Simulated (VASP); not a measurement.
Consider the following.

```yaml
crystal:
  lattice:
    - [1.55311, -2.69007, 0.00000]
    - [1.55311, 2.69007, 0.00000]
    - [0.00000, 0.00000, 5.09880]
  atoms:
    - { symbol: Si, position: [0.66667, 0.33333, 0.49965] }
    - { symbol: Si, position: [0.33333, 0.66667, 0.99965] }
    - { symbol: C, position: [0.66667, 0.33333, 0.87535] }
    - { symbol: C, position: [0.33333, 0.66667, 0.37535] }
```

These are revTPSS meta-GGA, VASP's PBE PAW potentials (set 64) (plane waves; VASP) values and carry that method's errors. Run with 520 eV cut-off, 8×8×5 Γ-centred mesh, Gaussian smearing of 0.050 eV, potentials Si C.

Give the stress tensor in GPa (positive for a compressed cell).

```
-6.25   0.00   0.00
 0.00  -6.25   0.00
 0.00   0.00  -6.11
```
The pressure is its mean diagonal, -6.20 GPa.

The compound is SiC in the wurtzite structure, the rare 2H polytype. This cell is one point of a volume scan, at 1.03 of the reference volume.
